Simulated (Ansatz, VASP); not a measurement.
# Cross-check of TaN between VASP and Ansatz, part 2 of 2

Aim: how closely do two programs agree when they are given the same cell, functional and k mesh? The cell is taken from a series of runs on this material, whose earlier steps may have relaxed, scaled, displaced or heated it; both programs get it as it stands.

VASP 6.6.1 and Ansatz 0.2.0.

So far: Set-up; VASP: zone-centre phonons, PBEsol.

## Step 2: VASP: zone-centre phonons, PBEsol (continued)

Level of this step: PBEsol; plane waves and PAW (N, Ta_pv) (VASP).

Numbers of over 12 decimals in the logs are rounded to 6 here.

From OUTCAR (step 2):

```text
ion  position               nearest neighbor table
   1  0.396  0.000  0.000-   6 2.01   4 2.11   4 2.11   5 2.11   5 2.11
   2  0.604  0.604  0.000-   6 2.01   4 2.11   4 2.11   5 2.11   5 2.11
   3  0.000  0.396  0.000-   6 2.01   5 2.11   5 2.11   4 2.11   4 2.11
   4  0.333  0.667  0.500-   1 2.11   1 2.11   3 2.11   3 2.11   2 2.11   2 2.11   5 2.92   5 2.92
                             5 2.92   6 3.25   6 3.25   6 3.25   6 3.25   6 3.25   6 3.25
   5  0.667  0.333  0.500-   3 2.11   3 2.11   1 2.11   1 2.11   2 2.11   2 2.11   4 2.92   4 2.92
                             4 2.92   6 3.25   6 3.25   6 3.25   6 3.25   6 3.25   6 3.25
   6  0.000  0.000  0.000-   1 2.01   2 2.01   3 2.01   4 3.25   5 3.25   4 3.25   5 3.25   5 3.25
                             5 3.25   4 3.25   4 3.25   5 3.25   5 3.25   4 3.25   4 3.25

  LATTYP: Found a hexagonal cell.
 ALAT       =     5.0642614800
 C/A-ratio  =     0.5618908955

 Subroutine GETGRP returns: Found 12 space group operations
 (whereof 12 operations were pure point group operations)

The static configuration has the point symmetry D_3h.

 Found     84 irreducible k-points:

   k-points           NKPTS =     84   k-points in BZ     NKDIM =     84   number of bands    NBANDS=     30

   dimension x,y,z NGX =    40 NGY =   40 NGZ =   24
   dimension x,y,z NGXF=    80 NGYF=   80 NGZF=   48

   ENCUT  =  600.0 eV  44.10 Ry    6.64 a.u.  10.11 10.11  5.68*2*pi/ulx,y,z

   NELECT =      48.0000    total number of electrons

 k-points in reciprocal lattice and weights: Automatic mesh
   0.00000000  0.00000000  0.00000000       0.001
   0.11111111 -0.00000000  0.00000000       0.006
   0.22222222 -0.00000000  0.00000000       0.006
   0.33333333 -0.00000000  0.00000000       0.006
   0.44444444 -0.00000000  0.00000000       0.006
   0.11111111  0.11111111  0.00000000       0.006
   0.22222222  0.11111111  0.00000000       0.012
   0.33333333  0.11111111  0.00000000       0.012
   0.44444444  0.11111111  0.00000000       0.006
[...]
-----------------------------------------------------------------------------------
    total drift:                               -0.000000     -0.000001     -0.000000

 Eigenvectors and eigenvalues of the dynamical matrix
 ----------------------------------------------------

   1 f  =   23.634965 THz   148.502864 2PiTHz  788.377569 cm-1    97.746317 meV
             X         Y         Z           dx          dy          dz
      2.005777  0.000000  0.000000     0.000000   -0.577350   -0.000000
      1.529242  2.648725  0.000000    -0.500000    0.288675    0.000000
     -1.002888  1.737054  0.000000     0.500000    0.288675    0.000000
     -0.000000  2.923853  1.422781    -0.000000    0.000000   -0.000000
      2.532131  1.461926  1.422781     0.000000    0.000000    0.000000
      0.000000  0.000000  0.000000    -0.000000   -0.000000    0.000000

   2 f  =   21.355526 THz   134.180728 2PiTHz  712.343677 cm-1    88.319320 meV
             X         Y         Z           dx          dy          dz
      2.005777  0.000000  0.000000    -0.000028    0.343083   -0.000000
      1.529242  2.648725  0.000000    -0.462829   -0.458584    0.000000
     -1.002888  1.737054  0.000000     0.462835   -0.458548   -0.000000
     -0.000000  2.923853  1.422781     0.035883   -0.007658   -0.000000
      2.532131  1.461926  1.422781    -0.035883   -0.007655    0.000000
      0.000000  0.000000  0.000000     0.000007    0.174956    0.000000

   3 f  =   21.355526 THz   134.180728 2PiTHz  712.343677 cm-1    88.319320 meV
             X         Y         Z           dx          dy          dz
      2.005777  0.000000  0.000000     0.725782    0.000013    0.000000
      1.529242  2.648725  0.000000    -0.075885    0.462814   -0.000000
     -1.002888  1.737054  0.000000    -0.075848   -0.462850   -0.000000
     -0.000000  2.923853  1.422781     0.007658    0.035883   -0.000000
      2.532131  1.461926  1.422781     0.007655   -0.035883    0.000000
      0.000000  0.000000  0.000000    -0.174956    0.000007    0.000000

   4 f  =   20.359328 THz   127.921429 2PiTHz  679.114075 cm-1    84.199376 meV
             X         Y         Z           dx          dy          dz
      2.005777  0.000000  0.000000    -0.000002    0.719985    0.000000
      1.529242  2.648725  0.000000    -0.171525    0.422904    0.000000
     -1.002888  1.737054  0.000000     0.171516    0.422902   -0.000000
     -0.000000  2.923853  1.422781     0.025522   -0.154585   -0.000000
      2.532131  1.461926  1.422781    -0.025519   -0.154585   -0.000000
      0.000000  0.000000  0.000000     0.000001   -0.126466   -0.000000

   5 f  =   20.359328 THz   127.921429 2PiTHz  679.114075 cm-1    84.199376 meV
             X         Y         Z           dx          dy          dz
      2.005777  0.000000  0.000000    -0.323876   -0.000005   -0.000000
      1.529242  2.648725  0.000000    -0.620956    0.171517    0.000000
     -1.002888  1.737054  0.000000    -0.620959   -0.171524    0.000000
     -0.000000  2.923853  1.422781     0.154585    0.025522   -0.000000
      2.532131  1.461926  1.422781     0.154585   -0.025519   -0.000000
      0.000000  0.000000  0.000000     0.126466    0.000001   -0.000000

   6 f  =   20.076620 THz   126.145121 2PiTHz  669.683946 cm-1    83.030190 meV
             X         Y         Z           dx          dy          dz
      2.005777  0.000000  0.000000    -0.000000    0.000000   -0.553088
      1.529242  2.648725  0.000000    -0.000000    0.000000   -0.553088
     -1.002888  1.737054  0.000000    -0.000000    0.000000   -0.553088
     -0.000000  2.923853  1.422781     0.000000   -0.000000    0.197199
      2.532131  1.461926  1.422781     0.000000   -0.000000    0.197199
      0.000000  0.000000  0.000000    -0.000000    0.000000    0.067124

   7 f  =   20.006507 THz   125.704594 2PiTHz  667.345256 cm-1    82.740229 meV
             X         Y         Z           dx          dy          dz
      2.005777  0.000000  0.000000     0.577350    0.000000   -0.000000
      1.529242  2.648725  0.000000    -0.288675   -0.500000    0.000000
     -1.002888  1.737054  0.000000    -0.288675    0.500000   -0.000000
     -0.000000  2.923853  1.422781     0.000000    0.000000    0.000000
      2.532131  1.461926  1.422781     0.000000   -0.000000   -0.000000
      0.000000  0.000000  0.000000    -0.000000   -0.000000   -0.000000

   8 f  =   19.513299 THz   122.605674 2PiTHz  650.893593 cm-1    80.700484 meV
             X         Y         Z           dx          dy          dz
      2.005777  0.000000  0.000000     0.000000   -0.000000    0.725743
      1.529242  2.648725  0.000000    -0.000000   -0.000000   -0.686867
     -1.002888  1.737054  0.000000    -0.000000    0.000000   -0.038876
     -0.000000  2.923853  1.422781     0.000000    0.000000   -0.000000
      2.532131  1.461926  1.422781     0.000000   -0.000000    0.000000
      0.000000  0.000000  0.000000    -0.000000   -0.000000   -0.000000

   9 f  =   19.513299 THz   122.605674 2PiTHz  650.893593 cm-1    80.700484 meV
             X         Y         Z           dx          dy          dz
      2.005777  0.000000  0.000000     0.000000    0.000000   -0.374118
      1.529242  2.648725  0.000000    -0.000000   -0.000000   -0.441453
     -1.002888  1.737054  0.000000     0.000000    0.000000    0.815571
     -0.000000  2.923853  1.422781     0.000000   -0.000000    0.000000
      2.532131  1.461926  1.422781    -0.000000   -0.000000    0.000000
      0.000000  0.000000  0.000000     0.000000   -0.000000    0.000000

  10 f  =    7.634789 THz    47.970797 2PiTHz  254.669163 cm-1    31.574938 meV
             X         Y         Z           dx          dy          dz
      2.005777  0.000000  0.000000    -0.004737   -0.000006    0.000000
      1.529242  2.648725  0.000000     0.020709   -0.014690    0.000000
     -1.002888  1.737054  0.000000     0.020703    0.014689   -0.000000
     -0.000000  2.923853  1.422781    -0.085504    0.692142    0.000000
      2.532131  1.461926  1.422781    -0.085779   -0.692108   -0.000000
      0.000000  0.000000  0.000000     0.161080   -0.000032    0.000000

  11 f  =    7.634789 THz    47.970797 2PiTHz  254.669163 cm-1    31.574938 meV
             X         Y         Z           dx          dy          dz
      2.005777  0.000000  0.000000    -0.000001    0.029187   -0.000000
      1.529242  2.648725  0.000000    -0.014686    0.003741   -0.000000
     -1.002888  1.737054  0.000000     0.014694    0.003747    0.000000
     -0.000000  2.923853  1.422781    -0.692142   -0.085504   -0.000000
      2.532131  1.461926  1.422781     0.692108   -0.085779    0.000000
      0.000000  0.000000  0.000000     0.000032    0.161080   -0.000000

  12 f  =    6.430019 THz    40.401002 2PiTHz  214.482351 cm-1    26.592410 meV
             X         Y         Z           dx          dy          dz
      2.005777  0.000000  0.000000     0.000000    0.000000   -0.000000
      1.529242  2.648725  0.000000    -0.000000    0.000000   -0.000000
     -1.002888  1.737054  0.000000     0.000000   -0.000000    0.000000
     -0.000000  2.923853  1.422781    -0.000000   -0.000000    0.707107
      2.532131  1.461926  1.422781     0.000000    0.000000   -0.707107
      0.000000  0.000000  0.000000     0.000000   -0.000000    0.000000

  13 f  =    6.097861 THz    38.313990 2PiTHz  203.402743 cm-1    25.218715 meV
             X         Y         Z           dx          dy          dz
      2.005777  0.000000  0.000000    -0.000017    0.076023   -0.000000
      1.529242  2.648725  0.000000    -0.078426   -0.059836   -0.000000
     -1.002888  1.737054  0.000000     0.078436   -0.059811   -0.000000
     -0.000000  2.923853  1.422781    -0.137865    0.399218   -0.000000
      2.532131  1.461926  1.422781     0.137995    0.399173   -0.000000
      0.000000  0.000000  0.000000    -0.000129   -0.786127    0.000000
    [... 43 further lines ...]
      2.532131  1.461926  1.422781    -0.524388   -0.185392   -0.000000
      0.000000  0.000000  0.000000    -0.524478   -0.185411   -0.000000

 ELASTIC MODULI CONTR FROM IONIC RELAXATION (kBar)
 Direction    XX          YY          ZZ          XY          YZ          ZX
 --------------------------------------------------------------------------------
 XX        -772.1379    325.5548    107.8436      0.0000      0.0000      0.0000
 YY         325.5548   -772.1379    107.8436      0.0000     -0.0000      0.0000
 ZZ         107.8436    107.8436    -52.0855     -0.0000      0.0000     -0.0000
 XY           0.0000      0.0000     -0.0000   -548.8492      0.0000     -0.0000
 YZ           0.0000     -0.0000      0.0000      0.0000    -68.4143     -0.0000
 ZX           0.0000      0.0000     -0.0000     -0.0000     -0.0000    -58.3709
 --------------------------------------------------------------------------------
```

## Step 3: Ansatz: zone-centre phonons, PBEsol

Ansatz runs on its PAW soft_1 files.

The same cell, functional, mesh and smearing now go to Ansatz, which takes its cutoff from its data sets.

input.yaml reads:

```yaml
crystal:
  lattice:
    - [5.06426148, 0.0, 0.0]
    - [-2.53213074, 4.3857790931, 0.0]
    - [0.0, 0.0, 2.845562418]
  atoms:
    - { symbol: "N", position: [0.3960650099, 0.0, 0.0] }
    - { symbol: "N", position: [0.6039349901, 0.6039349901, 0.0] }
    - { symbol: "N", position: [0.0, 0.3960650099, 0.0] }
    - { symbol: Ta, position: [0.3333333333, 0.6666666667, 0.5] }
    - { symbol: Ta, position: [0.6666666667, 0.3333333333, 0.5] }
    - { symbol: Ta, position: [0.0, 0.0, 0.0] }
kpoints:
  mp_grid: { grid: [9, 9, 12] }
hamiltonian:
  xc: pbesol
  pseudopotentials: { kind: paw, azcp: { folder: soft_1 }, xc_functional: pbe }
scf:
  occupations: { method: methfessel_paxton, width: 0.2 }
output:
  eigenvalues: true
phonons:
  method: dfpt
```

Run with:

```bash
ansatz run input.yaml --threads 8 --pin off --max-ram 16384MiB --backend cpu --events-out ev --progress --plain --runs-dir out
```

Log:

```text
zone centre: on kpoints.mp_grid the ground state, and the responses unless they are solved on pairs of k-points, stand on 287 of the mesh's 972 k-points, reduced under 2 symmetry operations, with k and −k counted as one. Each operation leaves every solved displacement unchanged or reverses it
Engine: ansatz 0.2.0, aarch64-unknown-linux-gnu
Pseudopotentials: kind: paw
Pseudopotential: N, paw, valence charge 5, recommended cutoff 420 eV (normal), soft_1/N.paw.azcp
Pseudopotential: Ta, paw, valence charge 13, recommended cutoff 420 eV (normal), soft_1/Ta.paw.azcp
Functional definition: PBEsol
  exchange = pbesol_x
  correlation = pbesol_c
Crystal: 6 atoms, lattice volume = 63.202 Å³
Basis set: ecut = 420 eV, 1251 PW (Γ), exchange–correlation on 72×72×40 points (8 copies of the dense FFT grid, shifted against one another)
Bands: 33, of which v1, the nominal top of the filled ones, is band 27 counted from 1 (26 counted from 0)
Symmetry: 12 space group operations
k-points: 287 of 972 (irreducible under 2 space group operations, time reversal used)
Non-local potential: N, projectors of the file, l = 0: 2, l = 1: 2, l = 2: 1
Non-local potential: Ta, projectors of the file, l = 0: 3, l = 1: 2, l = 2: 2, l = 3: 1
PAW form: soft (Blöchl's): semilocal exchange-correlation on the pseudo side does not see the compensation charge
PAW frozen core: N, regenerated for the run's functional, and the local potential with it (the file was generated under x = pbe(κ = 0.804, μ = 0.219515), c = pbe(β = 0.066725))
PAW frozen core: Ta, regenerated for the run's functional, and the local potential with it (the file was generated under x = pbe(κ = 0.804, μ = 0.219515), c = pbe(β = 0.066725))
PAW one-centre angular grid: N, 110 points (default); XC on 64 Gauss nodes
PAW one-centre angular grid: Ta, 590 points (default); XC on 64 Gauss nodes
Initial density: superposition of atomic densities (chi_scale 0.1, normalization cell, long waves kept (reshape's long-wave potential 0.01 eV rms))
Initial wavefunctions: pseudopotential atomic-orbital guess
Functional: x = pbesol(κ = 0.804, μ = 0.123457), c = pbesol(β = 0.046)
SCF iter   1: F=—  HF=-30566.258723 eV  |F-HF|=—  |Δ(HF+E_count)|=         —  Δρ=7.16e-2  dr2=3.68e0  ethr=3.10e-3  ⟨swp⟩=4.8  Hψ=37201  notcnv=0
preconditioner: auto → Resta (q_TF=auto, 2.658 Å⁻¹)  ε∞=7.0  [insulator: Δε(μ)=0.142 eV  Ē_g=10.437 eV  σ=0.200 eV  W_gap=0.55  n_scr=26 (ndim 8)  ℏωp=25.6 eV  f_vac=0.000  D(μ)=0.18/eV (n_scr^D=0)  ε∞_Penn≈7.0]
SCF iter   2: F=—  HF=-30565.508395 eV  |F-HF|=—  |Δ(HF+E_count)|=   7.50e-1  S|Δr|=    0.00e0  Δρ=3.18e-2  dr2=3.15e-1  ethr=3.10e-3  ⟨swp⟩=2.0  Hψ=17120  notcnv=0  defer=346
preconditioner: auto → Kerker (q_TF=auto, 2.658 Å⁻¹)  [metal: Δε(μ)=0.070 eV  Ē_g=10.086 eV  σ=0.200 eV  W_gap=0.28  n_scr=26 (ndim 8)  ℏωp=25.6 eV  f_vac=0.000  D(μ)=0.35/eV (n_scr^D=0)]
SCF iter   3: F=—  HF=-30565.480150 eV  |F-HF|=—  |Δ(HF+E_count)|=   2.82e-2  S|Δr|=    0.00e0  Δρ=1.54e-2  dr2=7.76e-2  ethr=5.83e-4  ⟨swp⟩=1.0  Hψ=9125  notcnv=0  defer=346
SCF iter   4: F=—  HF=-30565.470904 eV  |F-HF|=—  |Δ(HF+E_count)|=   9.25e-3  S|Δr|=    0.00e0  Δρ=1.85e-3  dr2=2.12e-3  ethr=1.44e-4  ⟨swp⟩=2.0  Hψ=12274  notcnv=0  defer=346
SCF iter   5: F=—  HF=-30565.470587 eV  |F-HF|=—  |Δ(HF+E_count)|=   3.18e-4  S|Δr|=    0.00e0  Δρ=6.20e-4  dr2=2.41e-4  ethr=3.93e-6  ⟨swp⟩=2.4  Hψ=14123  notcnv=0  defer=340
SCF iter   6: F=—  HF=-30565.470534 eV  |F-HF|=—  |Δ(HF+E_count)|=   5.30e-5  S|Δr|=    0.00e0  Δρ=1.20e-4  dr2=1.04e-5  ethr=4.47e-7  ⟨swp⟩=2.0  Hψ=12635  notcnv=0  defer=340
SCF iter   7: F=—  HF=-30565.470533 eV  |F-HF|=—  |Δ(HF+E_count)|=   2.93e-7  S|Δr|=    0.00e0  Δρ=2.41e-5  dr2=3.26e-7  ethr=1.93e-8  ⟨swp⟩=2.0  Hψ=13436  notcnv=0  defer=340
SCF iter   8: F=—  HF=-30565.470536 eV  |F-HF|=—  |Δ(HF+E_count)|=   3.14e-6  S|Δr|=    0.00e0  Δρ=4.03e-6  dr2=1.17e-8  ethr=6.05e-10  ⟨swp⟩=2.0  Hψ=13678  notcnv=0  defer=340
SCF iter   9: F=—  HF=-30565.470536 eV  |F-HF|=—  |Δ(HF+E_count)|=   2.23e-9  S|Δr|=    0.00e0  Δρ=6.58e-7  dr2=2.48e-10  ethr=2.17e-11  ⟨swp⟩=2.1  Hψ=12794  notcnv=0  defer=340
SCF iter  10: F=-30565.470536 eV  HF=-30565.470536 eV  |F-HF|=7.28e-12  |Δ(HF+E_count)|=  2.18e-11  S|Δr|=    0.00e0  Δρ=9.69e-8  dr2=2.68e-12  ethr=1.00e-12  ⟨swp⟩=9.7  Hψ=53254  notcnv=0
SCF 1 converged in 10 iterations: F = -30565.470536 eV  dr2 = 2.68e-12
  greatest PAW one-centre occupation: 0.999 electrons in one spin orbital (limit 2), on the Ta atom at site 4 (counted from 0), in its partial waves of l = 0
DFPT response loops at Γ: preconditioner auto → Kerker (q_TF=auto, 2.658 Å⁻¹) (partly filled bands, converged f_vac=0.000); β = 1.00, the filter's whole step (`scf.mixing.beta` (0.50) is not read by the response loops under this deck's `scf.mixing.preconditioner`; to damp them name `kerker` or `kerker_dos`, under which they read `scf.mixing.beta`, and type it under 1.00, their step now; both keys bind the ground state too); Broyden in place of MSR1
SCF converged after 10 iterations
Stability not checked: this state was not tested for a lower state beside it, because cold or Methfessel-Paxton smearing, or corrected tetrahedra, fill the levels in a way that the test cannot read (fill_not_monotonic; see scf.lower_state_search)
Free energy (F): -30565.470536 eV
Harris-Foulkes:  -30565.470536 eV  (|F-HF|=7.28e-12)
Internal energy: -30565.473646 eV  (E = F + TS)
E sigma→0 (E₀):  -30565.471314 eV
Entropy (-TS):   0.003109 eV (0.518 meV/atom)
Fermi energy:    21.237078 eV
Step filling:    the computed levels leave a gap of 0.0114 eV = 0.1 smearing widths at the electron count; against every level under it full and every level over it empty, smearing changes F+E_penalty+E_count by +0.443 meV and its σ→0 estimate by -0.334 meV
--- Per-component energies (eV) ---
  E_band       = -148.007054
  E_kinetic    = 1585.633063
  E_local      = -1845.307658  (includes V_loc(G=0)·N_el)
  E_nonlocal   = 81.546511
  E_hartree    = 671.909886
  E_xc         = -1140.883509
  E_vxc        = -935.500633  (∫ρ·V_xc dr)
  E_paw        = -24916.043509  (= ΣΔE_a)
  E_vpaw       = -378.201108  (= ΣTr[D̂ρ^β])
  E_aug_tail   = 0.002989  (compensation charges beyond the density's cutoff)
  E_ewald      = -5003.056852
  E_core_change = 0.725435  (= ΣΔE_core)
  E_smearing   = 0.003109  (= −TS)
  E_closure    = 0.000000  (closes the sum)
  Σ components = -30565.470536   (vs F -30565.470536, Δ=0.00e0)
--- Band table (eV; the first three rows and the last of 287) ---
  k-point 0: bands = [... 23 lower, 16.6500, 17.6642, 19.1278, 20.1179, 20.1179, 21.7034, 21.7034, 23.2585, ... 2 higher]
  k-point 1: bands = [... 23 lower, 16.2730, 17.9003, 19.4944, 19.7335, 19.7335, 22.1954, 22.1954, 23.2986, ... 2 higher]
  k-point 2: bands = [... 23 lower, 15.6352, 18.6643, 19.2955, 19.2955, 20.3607, 22.6713, 22.6713, 23.3032, ... 2 higher]
  k-point 286: bands = [... 23 lower, 16.9109, 17.6448, 18.8718, 19.9903, 22.3788, 22.9019, 24.2360, 24.2472, ... 2 higher]
--- Phonons (Γ-DFPT): 7 representative perturbations + reference, on 287 of 972 k-points (Σ response iterations 22) ---
  k mesh reduced under 2 symmetry operations, with k and −k counted as one. Each operation leaves every solved displacement unchanged or reverses it
  ASR residual: 3.740e-5 → 0.000e0 eV/Å²; symmetrization residual: 2.108e-6 eV/Å²
  ASR residual per site (eV/Å²): 3.74e-5 3.70e-5 3.70e-5 2.25e-5 2.25e-5 2.30e-5
  Γ frequencies (cm⁻¹): 0.00 0.00 0.00 156.06 203.23 203.23 213.55 254.16 254.16 646.37 646.37 660.93 666.55 673.94 673.94 706.85 706.85 783.84
  non-analytic LO–TO correction: not included (Born effective charges unavailable; polar crystals: no LO–TO splitting at Γ)
```

In the SCF lines HF is the Harris–Foulkes energy and dr2 the Hartree energy of the density residual, in eV; the loop may stop once dr2 is under the threshold and the program's other checks hold. Hψ counts applications of the Hamiltonian.

## Step 4: Differences

Known differences besides the potentials themselves: the data sets hold 54 valence electrons in Ansatz (on its PAW soft_1 files) and 48 in VASP; the cutoff is 420 eV in Ansatz and 600 eV in VASP; Ansatz makes its cores anew for this functional, VASP keeps those of its PBE data sets. Total energies have different zeros and are not compared.

Compared:

```csv
quantity,Ansatz,VASP,difference
optical mode 1 (cm⁻¹),156.1,155.6,+0.31 %
optical mode 2 to 3 (cm⁻¹),203.2,203.4,-0.08 %
optical mode 4 (cm⁻¹),213.6,214.5,-0.43 %
optical mode 5 to 6 (cm⁻¹),254.2,254.7,-0.20 %
optical mode 7 to 8 (cm⁻¹),646.4,650.9,-0.69 %
optical mode 9 (cm⁻¹),660.9,667.3,-0.96 %
optical mode 10 (cm⁻¹),666.5,669.7,-0.47 %
optical mode 11 to 12 (cm⁻¹),673.9,679.1,-0.76 %
optical mode 13 to 14 (cm⁻¹),706.9,712.3,-0.77 %
optical mode 15 (cm⁻¹),783.8,788.4,-0.58 %
```

Modes are paired by rising frequency, not by their patterns, so a pair may set unlike modes beside each other; they are those without the splitting of longitudinal modes.

## Step 5: Results

* r.m.s. difference of the optical zone-centre modes, each program's sorted by frequency (zone-centre phonons, PBEsol): 3.9 cm⁻¹
* difference in optical mode 9 (zone-centre phonons, PBEsol): -1.0 %

The r.m.s. difference of the optical zone-centre modes, each program's sorted by frequency is 3.9 cm⁻¹ (zone-centre phonons, PBEsol). The data sets hold unlike numbers of valence electrons (54 in Ansatz and 48 in VASP), so part of the differences comes from the potentials. Among the rows given in per cent, the largest difference of the zone-centre phonons, PBEsol pair is in optical mode 9, -1.0 %. How closely two codes agree says nothing of how well the functional describes the real material.

[Lines on the potential files, build, host, timing and source positions are cut from VASP's logs without a mark.]

[Logs are printed without paths, hosts, clocks, repeated set-up lines and the standing remarks that a program may print on its own settings, such as how far it seeks lower states.]

[Hosts, paths, dates, database ids (printed as entryN), source tags and the programs' standing remarks are cut or masked in the printed files.]
